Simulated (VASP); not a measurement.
# LuPW (P-6m2) in VASP: further runs

The runs below take LuPW through relaxation of cell and atoms, relaxation of the atoms, with PBE, LDA.

All numbers are computed with VASP 6.6.1; they aren't measurements. Logs are shortened: lines on timing, memory, paths and dates and some standing lists are left out, and cuts for length are marked.

### 1 The structure

Symmetry: P-6m2, No. 187, hexagonal system. Conventional cell: a = 4.131 Å, b = 4.131 Å, c = 3.863 Å, α = 90.00°, β = 90.00°, γ = 120.00°. Lu (site symmetry -6m2) has 6 W at 3.07 Å and 6 P at 3.07 Å as nearest neighbours. Around P (site symmetry -6m2) lie 3 W at 2.39 Å. W (site symmetry -6m2) has 3 P at 2.39 Å as nearest neighbours.

The cell was built by a generator and needn't be a form met in nature.

### 2 Relaxation of cell and atoms, PBE

INCAR reads:

```
SYSTEM = LuPW
PREC = Accurate
ENCUT = 600
EDIFF = 1E-6
ISMEAR = 0
SIGMA = 0.05
LREAL = .False.
LASPH = .True.
NELM = 60
ALGO = Normal
ISIF = 3
LWAVE = .False.
LCHARG = .False.
GGA = PE
IBRION = 2
NSW = 60
EDIFFG = -0.01
```

KPOINTS reads:

```
Automatic mesh
0
Gamma
  8 8 7
  0 0 0
```

POSCAR reads:

```
LuPW
1.0
    4.1313400000      0.0000000000      0.0000000000
   -2.0656700000      3.5778400000      0.0000000000
    0.0000000000      0.0000000000      3.8626800000
Lu P W
1 1 1
Direct
    0.6666700000      0.3333300000      0.0000000000
    0.0000000000      0.0000000000      0.5000000000
    0.3333300000      0.6666700000      0.5000000000
```

Potentials or basis: VASP PAW PBE potentials, release 64 (Lu, P, W_sv).

Run with:

```console
$ cat potpaw_PBE.64/Lu/POTCAR potpaw_PBE.64/P/POTCAR potpaw_PBE.64/W_sv/POTCAR > POTCAR
$ mpirun -np 1 vasp_std > vasp.out
```

OUTCAR:

```text
SYSTEM = LuPW
   PREC = Accurate
   ENCUT = 600
   EDIFF = 1E-6
   ISMEAR = 0
   LREAL = .False.
   LASPH = .True.
   NELM = 60
   ISIF = 3
   GGA = PE
   IBRION = 2
   NSW = 60
   EDIFFG = -0.01

 ion  position               nearest neighbor table
   1  0.667  0.333  0.000-   3 3.07   3 3.07   2 3.07   2 3.07   3 3.07   3 3.07   2 3.07   2 3.07
                             2 3.07   2 3.07   3 3.07   3 3.07
   2  0.000  0.000  0.500-   3 2.39   3 2.39   3 2.39   1 3.07   1 3.07   1 3.07   1 3.07   1 3.07
                             1 3.07
   3  0.333  0.667  0.500-   2 2.39   2 2.39   2 2.39   1 3.07   1 3.07   1 3.07   1 3.07   1 3.07
                             1 3.07

  LATTYP: Found a hexagonal cell.
 ALAT       =     4.1313400000
 C/A-ratio  =     0.9349702518

  Lattice vectors:

 A1 = (   4.1313400000,   0.0000000000,   0.0000000000)
 A2 = (  -2.0656700000,   3.5778400000,   0.0000000000)
 A3 = (   0.0000000000,   0.0000000000,   3.8626800000)

Analysis of symmetry for initial positions (statically):
=====================================================================
 Subroutine PRICEL returns:
 Original cell was already a primitive cell.

 Routine SETGRP: Setting up the symmetry group for a
 hexagonal supercell.

 Subroutine GETGRP returns: Found  4 space group operations
 (whereof  4 operations were pure point group operations)
 out of a pool of 24 trial point group operations.

The static configuration has the point symmetry C_2v.

Analysis of symmetry for dynamics (positions and initial velocities):
=====================================================================
 Subroutine PRICEL returns:
 Original cell was already a primitive cell.

 Routine SETGRP: Setting up the symmetry group for a
 hexagonal supercell.

 Subroutine GETGRP returns: Found  4 space group operations
 (whereof  4 operations were pure point group operations)
 out of a pool of 24 trial point group operations.

The dynamic configuration has the point symmetry C_2v.

 Subroutine INISYM returns: Found  4 space group operations
 (whereof  4 operations are pure point group operations),
 and found     1 'primitive' translations

----------------------------------------------------------------------------------------

                                     Primitive cell

  volume of cell :      57.0953

  direct lattice vectors                    reciprocal lattice vectors
     4.131340000  0.000000000  0.000000000     0.242052216  0.139749122  0.000000000
    -2.065670000  3.577840000  0.000000000     0.000000000  0.279498245  0.000000000
     0.000000000  0.000000000  3.862680000     0.000000000  0.000000000  0.258887612

  length of vectors
     4.131340000  4.131335331  3.862680000     0.279497929  0.279498245  0.258887612

  position of ions in fractional coordinates (direct lattice)
     0.666670000  0.333330000  0.000000000
     0.000000000  0.000000000  0.500000000
     0.333330000  0.666670000  0.500000000

  ion indices of the primitive-cell ions
   primitive index   ion index
                 1           1
                 2           2
                 3           3

----------------------------------------------------------------------------------------

 KPOINTS: Automatic mesh

Automatic generation of k-mesh.
 Grid dimensions read from file:
 generate k-points for:    8    8    7

 Generating k-lattice:

  Cartesian coordinates                     Fractional coordinates (reciprocal lattice)
     0.030256527  0.017468640  0.000000000     0.125000000  0.000000000  0.000000000
     0.000000000  0.034937281  0.000000000     0.000000000  0.125000000  0.000000000
     0.000000000  0.000000000  0.036983945     0.000000000  0.000000000  0.142857143

  Length of vectors
     0.034937241  0.034937281  0.036983945

  Shift w.r.t. Gamma in fractional coordinates (k-lattice)
     0.000000000  0.000000000  0.000000000

 Subroutine IBZKPT returns following result:
 ===========================================

 Found     84 irreducible k-points:

 Following reciprocal coordinates:
            Coordinates               Weight
  0.000000  0.000000  0.000000      1.000000
  0.125000 -0.000000  0.000000      4.000000
 -0.125000  0.125000  0.000000      2.000000
  0.250000 -0.000000  0.000000      4.000000
 -0.250000  0.250000  0.000000      2.000000
  0.375000 -0.000000  0.000000      4.000000
[... 16 lines left out ...]
  0.125000 -0.000000  0.142857      8.000000
 -0.125000  0.125000  0.142857      4.000000
 [... further k-points ...]
   k-points           NKPTS =     84   k-points in BZ     NKDIM =     84   number of bands    NBANDS=     26
   number of dos      NEDOS =    301   number of ions     NIONS =      3
   total plane-waves  NPLWV =  41472
   dimension x,y,z NGX =    36 NGY =   36 NGZ =   32
   dimension x,y,z NGXF=    72 NGYF=   72 NGZF=   64
   ions per type =               1   1   1
   NGX,Y,Z   is equivalent  to a cutoff of  14.49, 14.49, 13.77 a.u.
   NGXF,Y,Z  is equivalent  to a cutoff of  28.97, 28.97, 27.54 a.u.
 SYSTEM =  LuPW
   PREC   = accura    normal or accurate (medium, high low for compatibility)
   ISTART =      0    job   : 0-new  1-cont  2-samecut
   ICHARG =      2    charge: 1-file 2-atom 10-const
   ISPIN  =      1    spin polarized calculation?
   LNONCOLLINEAR =      F non collinear calculations
   LSORBIT =      F    spin-orbit coupling
   LASPH  =      T    aspherical Exc in radial PAW
   ENCUT  =  600.0 eV  44.10 Ry    6.64 a.u.   8.25  8.25  7.71*2*pi/ulx,y,z
   NELM   =     60;   NELMIN=  2; NELMDL= -5     # of ELM steps
   EDIFF  = 0.1E-05   stopping-criterion for ELM
   LREAL  =      F    real-space projection
   EDIFFG = -.1E-01   stopping-criterion for IOM
   NSW    =     60    number of steps for IOM
   IBRION =      2    ionic relax: 0-MD 1-quasi-New 2-CG
   NFREE  =      1    steps in history (QN), initial steepest desc. (CG)
   ISIF   =      3    stress and relaxation
   ISYM   =      2    0-nonsym 1-usesym 2-fastsym
   POTIM  = 0.5000    time-step for ionic-motion
   TEBEG  =    0.0;   TEEND  =   0.0 temperature during run
   PSTRESS=    0.0 pullay stress
   NELECT =      44.0000    total number of electrons
   NUPDOWN=      -1.0000    fix difference up-down
   EMIN   =  10.00;   EMAX   =-10.00  energy-range for DOS
   EFERMI =   0.00;   METHOD = LEGACY
   ISMEAR =     0;   SIGMA  =   0.05  broadening in eV -4-tet -1-fermi 0-gaus
   EFERMI_NEDOS =   21; number of points for ismear=-14 and -15
   IALGO  =     38    algorithm
   IMIX   =      4    mixing-type and parameters
     AMIX     =   0.40;   BMIX     =  1.00
     AMIX_MAG =   1.60;   BMIX_MAG =  1.00
  volume/ion in A,a.u.               =      19.03       128.43
  Fermi-wavevector in a.u.,A,eV,Ry     =   1.500925  2.836336 30.650858  2.252775
  Thomas-Fermi vector in A             =   2.612362
   LORBIT       =      0    0 simple, 1 ext, 2 COOP (PROOUT), +10 PAW based schemes
   GGA     = PE    functional components
   LHFCALC =     F    Hartree Fock is set to
   AEXX    =    0.0000 exact exchange contribution
   IVDW    =     0    specifies the selected vdW correction
   LEPSILON=     F    determine dielectric tensor
   LRPA    =     F    only Hartree local field effects (RPA)
 conjugate gradient relaxation of ions
 non-spin polarized calculation
 Gauss-broadening in eV      SIGMA  =   0.05
  energy-cutoff  :      600.00
  volume of cell :       57.10
 maximum number of plane-waves:      1929
 NGX is ok and might be reduce to    36
   NGX = 17   NGY = 17   NGZ = 15

--------------------------------------- Ionic step        1  -------------------------------------------

 number of electron      44.0000008 magnetization

 Free energy of the ion-electron system (eV)
  ---------------------------------------------------
  ext. energy  EPLUGINS =         0.00000000
  ---------------------------------------------------
  free energy    TOTEN  =       -23.63547599 eV

  energy without entropy =      -23.63317868  energy(sigma->0) =      -23.63432733

------------------------ aborting loop because EDIFF is reached ----------------------------------------

  FORCE on cell =-STRESS in cart. coord.  units (eV):
  Direction    XX          YY          ZZ          XY          YZ          ZX
  --------------------------------------------------------------------------------------
  -------------------------------------------------------------------------------------
  Total        0.0342091      0.0340901      0.1515521     -0.0001029      0.0000000      0.0000000
  in kB        0.9599572      0.9566187      4.2527717     -0.0028888      0.0000000      0.0000000
  external PRESSURE =       2.0564492 kB  Pullay stress =       0.0000000 kB

 VOLUME and BASIS-vectors are now :
 -----------------------------------------------------------------------------
  energy-cutoff  :      600.00
  volume of cell :       57.10
      direct lattice vectors                 reciprocal lattice vectors
     4.131340000  0.000000000  0.000000000     0.242052216  0.139749122  0.000000000
    -2.065670000  3.577840000  0.000000000     0.000000000  0.279498245  0.000000000
     0.000000000  0.000000000  3.862680000     0.000000000  0.000000000  0.258887612
[... 75 lines left out ...]
 POSITION                                       TOTAL-FORCE (eV/Angst)
 -----------------------------------------------------------------------------------
      2.06683      1.19326      0.00000        -0.000087      0.000050      0.000000
      4.13362     -0.00000      1.93608         0.000205     -0.000118      0.000000
     -0.00001      2.38654      1.93608        -0.000118      0.000068      0.000000
 -----------------------------------------------------------------------------------
    total drift:                                0.000029      0.000029     -0.000000

  FREE ENERGIE OF THE ION-ELECTRON SYSTEM (eV)
  ---------------------------------------------------
  free  energy   TOTEN  =       -23.6356608638 eV

  energy  without entropy=      -23.6334139750  energy(sigma->0) =      -23.63453742

--------------------------------------- Ionic step        4  -------------------------------------------

 number of electron      44.0000008 magnetization

 Free energy of the ion-electron system (eV)
  ---------------------------------------------------
  ext. energy  EPLUGINS =         0.00000000
  ---------------------------------------------------
  free energy    TOTEN  =       -23.63576211 eV

  energy without entropy =      -23.63358329  energy(sigma->0) =      -23.63467270

 E-fermi :   6.7048     XC(G=0): -11.7993

 val. band max:        6.6999106673   @ k =  -0.1250   0.2500   0.1429
 cond. band min:       6.7447299100   @ k =   0.1250   0.1250   0.0000
 fundamental gap:      0.0448192427
 Fermi energy:         6.7047592703

 k-point     1 :       0.0000    0.0000    0.0000
  band No.  band energies     occupation
      1     -66.8472      2.00000
      2     -49.4176      2.00000
      3     -31.2292      2.00000
      4     -31.2292      2.00000
      5     -30.9762      2.00000
      6     -20.1290      2.00000
[... 18 lines left out ...]
     25       8.0993      0.00000
     26      10.3128      0.00000
[... 644 lines left out ...]
      4     -31.2297      2.00000
      5     -30.9791      2.00000
      6     -20.1511      2.00000
[... 18 lines left out ...]
     25       8.0120      0.00000
     26      11.0093      0.00000

 [... further k-points ...]

------------------------ aborting loop because EDIFF is reached ----------------------------------------

  FORCE on cell =-STRESS in cart. coord.  units (eV):
  Direction    XX          YY          ZZ          XY          YZ          ZX
  --------------------------------------------------------------------------------------
  -------------------------------------------------------------------------------------
  Total        0.0094423      0.0096659      0.0155773      0.0001936      0.0000000      0.0000000
  in kB        0.2639418      0.2701906      0.4354335      0.0054123      0.0000000      0.0000000
  external PRESSURE =       0.3231886 kB  Pullay stress =       0.0000000 kB

 VOLUME and BASIS-vectors are now :
 -----------------------------------------------------------------------------
  energy-cutoff  :      600.00
  volume of cell :       57.32
      direct lattice vectors                 reciprocal lattice vectors
     4.130487586  0.000001397  0.000000000     0.242102121  0.139777826  0.000000000
    -2.065242583  3.577102490  0.000000000    -0.000000095  0.279555816  0.000000000
     0.000000000  0.000000000  3.879254987     0.000000000  0.000000000  0.257781456

 POSITION                                       TOTAL-FORCE (eV/Angst)
 -----------------------------------------------------------------------------------
      2.06525      1.19236      0.00000        -0.000057      0.000033      0.000000
      4.13048      0.00001      1.93963         0.000225     -0.000130      0.000000
      0.00000      2.38473      1.93963        -0.000169      0.000097      0.000000
 -----------------------------------------------------------------------------------
    total drift:                                0.000000      0.000045     -0.000000

  FREE ENERGIE OF THE ION-ELECTRON SYSTEM (eV)
  ---------------------------------------------------
  free  energy   TOTEN  =       -23.6357621080 eV

  energy  without entropy=      -23.6335832912  energy(sigma->0) =      -23.63467270

 reached required accuracy - stopping structural energy minimisation
```

Run time: 5.4 min. Hardware: 1 thread of Intel Xeon Platinum 8488C (Sapphire Rapids), shared host; peak memory 0.33 GiB.

What came out:

| Item | Value |
| --- | --- |
| Free energy | -23.6358 eV |
| Relaxed volume | 19.11 Å³/atom |
| Relaxed cell | a = 4.130 Å, b = 4.130 Å, c = 3.879 Å, α = 90.00°, β = 90.00°, γ = 120.00° |
| Space group after relaxing (to 0.05 Å) | P-6m2 (No. 187) |
| Energy gained by relaxing | 0.1 meV/atom |
| Ionic steps | 4 |
| Pressure after relaxing | 0.0 GPa |
| Band gap on the k mesh | none (metal or under the smearing width) |

The path:
```tsv
step	energy change (eV)	largest force (eV/Å)	pressure (GPa)	volume (Å³)
1	0.0000	0.0004	0.21	57.10
2	-0.0002	0.0002	-0.12	57.30
3	-0.0002	0.0002	-0.15	57.30
4	-0.0003	0.0003	0.03	57.32
```

Final structure:
```
Lu P W
1.0
     4.13049    0.00000    0.00000
    -2.06524    3.57710    0.00000
     0.00000    0.00000    3.87925
Lu P W
1 1 1
Cartesian
  2.0653 1.1924 0.0000
  4.1305 0.0000 1.9396
  0.0000 2.3847 1.9396
```

### 3 Relaxation of the atoms, LDA

INCAR reads:

```
ALGO = Fast
EDIFF = 1E-6
EDIFFG = -0.01
ENCUT = 520
GGA = CA
IBRION = 2
ISIF = 2
ISMEAR = 0
LASPH = True
LCHARG = False
LREAL = False
LWAVE = False
NELM = 80
NSW = 40
PREC = Accurate
SIGMA = 0.05
```

KPOINTS reads:

```
k-points
0
Gamma
  8 8 7
```

POSCAR is that of step 2.

Potentials or basis: VASP PAW PBE potentials, release 64 (Lu, P, W_sv).

Run with:

```console
$ cat potpaw_PBE.64/Lu/POTCAR potpaw_PBE.64/P/POTCAR potpaw_PBE.64/W_sv/POTCAR > POTCAR
$ mpirun -np 1 vasp_std > vasp.out
```

Wall time 4 min (1 thread of Intel Xeon Platinum 8488C (Sapphire Rapids), shared host); peak memory 0.27 GiB.

Results (log left out):

- Free energy: -26.2608 eV
- Pressure after relaxing: -6.8 GPa
- Band gap on the k mesh: none (metal or under the smearing width)

Stress tensor (GPa, compression positive):
```
-7.26  0.00  0.00
 0.00 -7.26  0.00
 0.00  0.00 -5.87
```

Final structure:
```xyz
3
Lattice="4.1313 0.0000 0.0000 -2.0657 3.5778 0.0000 0.0000 0.0000 3.8627" Properties=species:S:1:pos:R:3 pbc="T T T"
Lu    2.0657    1.1926    0.0000
P     0.0000    0.0000    1.9313
W     0.0000    2.3852    1.9313
```

Levels at points of the mesh, in eV from the Fermi level:
```
           k point  band 18  band 19  band 20  band 21  band 22  band 23  band 24  band 25  band 26
(0.00, 0.00, 0.00)    -4.60    -3.37    -1.54    -0.47    -0.28    -0.28     1.35     1.35     3.60
(0.50, 0.00, 0.00)    -3.28    -3.22    -2.91    -1.41    -1.20     0.47     1.71     1.87     3.93
(0.50, 0.50, 0.00)    -3.28    -3.22    -2.91    -1.41    -1.20     0.47     1.71     1.87     3.80
```

Caveat: the relaxation stopped at its first step, so nothing moved; the PAW data sets were made with another functional, which shifts forces and pressure a little. Spin-orbit coupling is left out, which matters for the levels of Lu, W.
